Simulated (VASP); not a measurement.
VASP ran on this input.

### POSCAR
```
NbRh3
1
    3.7994120000     0.0000000000     0.0000000000
    0.0000000000     3.7994120000     0.0000000000
    0.0000000000     0.0000000000     3.7994120000
Nb Rh
1 3
Direct
  0.0000000000   0.0000000000   0.0000000000
  0.0000000000   0.5000000000   0.5000000000
  0.5000000000   0.0000000000   0.5000000000
  0.5000000000   0.5000000000   0.0000000000
```

File KPOINTS:
```
Automatic mesh
0
Gamma
 7 7 7
```

**INCAR**
```
# general
SYSTEM =NbRh3
PREC   =Accurate
ENCUT  =300   # plane-wave cut-off (eV)
LREAL  =.FALSE.   # projection in real space or not
LASPH  =.TRUE.   # aspherical one-centre terms

# electronic loop
EDIFF  =1E-6   # SCF stop (eV)
NELM   =100
ALGO   =Normal   # blocked Davidson
LMAXMIX=4   # l cut-off of mixed one-centre charges

# smearing
ISMEAR =0   # Gaussian
SIGMA  =0.1   # width (eV)

# functional
GGA    =PS   # PBEsol

# ions
IBRION =2   # conjugate gradients
NSW    =50
ISIF   =3
EDIFFG =-0.01   # ionic stop

# output
LWAVE  =.FALSE.
LCHARG =.FALSE.
```

POTCAR, in this order: Nb_sv Rh_pv (PBE.64 set). Program: vasp_std.

Problem. Translate this PBEsol calculation to Quantum ESPRESSO's pw.x.

Solution. One equivalent input (not run):
```
&CONTROL
  calculation = 'vc-relax'
  pseudo_dir = './pseudo'
  outdir = './out'
  tprnfor = .true.
  tstress = .true.
  nstep = 50
  forc_conv_thr = 0.00039
/
&SYSTEM
  ibrav = 0
  nat = 4
  ntyp = 2
  ecutwfc = 88
  occupations = 'smearing'
  smearing = 'gaussian'
  degauss = 0.00735
  input_dft = 'pbesol'
/
&ELECTRONS
  conv_thr = 7.3e-08
  electron_maxstep = 100
/
&IONS
/
&CELL
/
ATOMIC_SPECIES
  Nb 92.906 Nb.upf
  Rh 102.906 Rh.upf
CELL_PARAMETERS angstrom
     3.7994120    0.0000000    0.0000000
     0.0000000    3.7994120    0.0000000
     0.0000000    0.0000000    3.7994120
ATOMIC_POSITIONS crystal
  Nb   0.0000000  0.0000000  0.0000000
  Rh   0.0000000  0.5000000  0.5000000
  Rh   0.5000000  0.0000000  0.5000000
  Rh   0.5000000  0.5000000  0.0000000
K_POINTS automatic
  7 7 7 0 0 0
```
The two are equivalent in intent, not identical: the potentials are each code's own (VASP's PAW set, PseudoDojo norm-conserving files in pw.x), so ENCUT and ecutwfc are chosen apart and not converted; conv_thr bounds pw.x's estimated SCF error, while EDIFF bounds the energy change between steps; forc_conv_thr acts on force components and is met together with etot_conv_thr.

The structure comes from a computed database's NbRh3 entry (Pm-3m); how it stands against other phases isn't given here. This run relaxes it. Symmetry was kept, so distortions that lower it aren't found. The run is one of a series of settings (EDIFFG = -0.01, IBRION = 2, ISIF = 3, NSW = 50 against the base run), some of them coarse on purpose.
